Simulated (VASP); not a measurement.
All values below come from PBE GGA, VASP's PBE PAW potentials (set 64) (plane waves; VASP 6.6.1).

A VASP calculation is set up with these files.

INCAR:
```
SYSTEM = Sc
PREC = Accurate; ENCUT = 400; LREAL = .FALSE.
LASPH = .TRUE.
EDIFF = 1E-6; NELM = 100; ALGO = Normal
LMAXMIX = 4
ISMEAR = 1; SIGMA = 0.1
GGA = PE
ISIF = 2
LWAVE = .FALSE.; LCHARG = .FALSE.
```

File KPOINTS:
```
kpoints
0
Gamma
  9 9 5
0 0 0
```

**POSCAR**
```
Sc
10.75080
  0.1570208729  -0.2719681326   0.0000000000
  0.1570208729   0.2719681326   0.0000000000
  0.0000000000   0.0000000000   0.5000000000
Sc
2
direct
  0.3333330000   0.6666670000   0.2500000000
  0.6666670000   0.3333330000   0.7500000000
```

POTCAR, in this order: Sc_sv (PBE.64 set). Program: vasp_std.

Output

File OSZICAR:
```
       N       E                     dE             d eps       ncg     rms          rms(c)
DAV:   1     0.348491771641E+03    0.34849E+03   -0.99080E+03  1104   0.125E+03
DAV:   2     0.625708781725E+01   -0.34223E+03   -0.33745E+03  1457   0.664E+02
DAV:   3    -0.137406359129E+02   -0.19998E+02   -0.19461E+02  1784   0.174E+02
DAV:   4    -0.139860745811E+02   -0.24544E+00   -0.24441E+00  1648   0.190E+01
DAV:   5    -0.139903150111E+02   -0.42404E-02   -0.42397E-02  1766   0.247E+00    0.719E+00
DAV:   6    -0.126290561408E+02    0.13613E+01   -0.32619E+00  1367   0.227E+01    0.213E+00
DAV:   7    -0.124637603205E+02    0.16530E+00   -0.80181E-01  1395   0.101E+01    0.944E-01
DAV:   8    -0.124541456004E+02    0.96147E-02   -0.48734E-02  1472   0.318E+00    0.311E-01
DAV:   9    -0.124511290398E+02    0.30166E-02   -0.18142E-02  1402   0.152E+00    0.301E-02
DAV:  10    -0.124511444237E+02   -0.15384E-04   -0.23784E-04  1792   0.236E-01    0.111E-02
DAV:  11    -0.124511378996E+02    0.65241E-05   -0.88782E-06  1379   0.324E-02    0.400E-03
DAV:  12    -0.124511412500E+02   -0.33504E-05   -0.16418E-06  1128   0.152E-02    0.123E-03
DAV:  13    -0.124511411177E+02    0.13239E-06   -0.10861E-07   813   0.589E-03
   1 F= -.12451141E+02 E0= -.12450463E+02  d E =-.203451E-02
```

**OUTCAR**
```
------------------------ aborting loop because EDIFF is reached ----------------------------------------
  FORCE on cell =-STRESS in cart. coord.  units (eV):
  Direction    XX          YY          ZZ          XY          YZ          ZX
  --------------------------------------------------------------------------------------
  Total       -1.0439969     -1.0439970     -1.4503304      0.0000000      0.0000000      0.0000000
  in kB      -31.5218760    -31.5218766    -43.7904882      0.0000000      0.0000000      0.0000000
  external PRESSURE =     -35.6114136 kB  Pullay stress =       0.0000000 kB
  volume of cell :       53.06
      direct lattice vectors                 reciprocal lattice vectors
     1.688100000 -2.923875000  0.000000000     0.296190984 -0.171005942  0.000000000
     1.688100000  2.923875000  0.000000000     0.296190984  0.171005942  0.000000000
     0.000000000  0.000000000  5.375400000     0.000000000  0.000000000  0.186032667
 POSITION                                       TOTAL-FORCE (eV/Angst)
 -----------------------------------------------------------------------------------
      1.68810      0.97463      1.34385         0.000000     -0.000000      0.000000
      1.68810     -0.97463      4.03155        -0.000000      0.000000      0.000000
 -----------------------------------------------------------------------------------
    total drift:                                0.000132      0.000710     -0.000015
  FREE ENERGIE OF THE ION-ELECTRON SYSTEM (eV)
  ---------------------------------------------------
  free  energy   TOTEN  =       -12.4511411177 eV

  energy  without entropy=      -12.4491066054  energy(sigma->0) =      -12.45046295
```
(Selected blocks of OUTCAR.)

The compound is Sc in the hcp structure. The cell was not relaxed at this level.
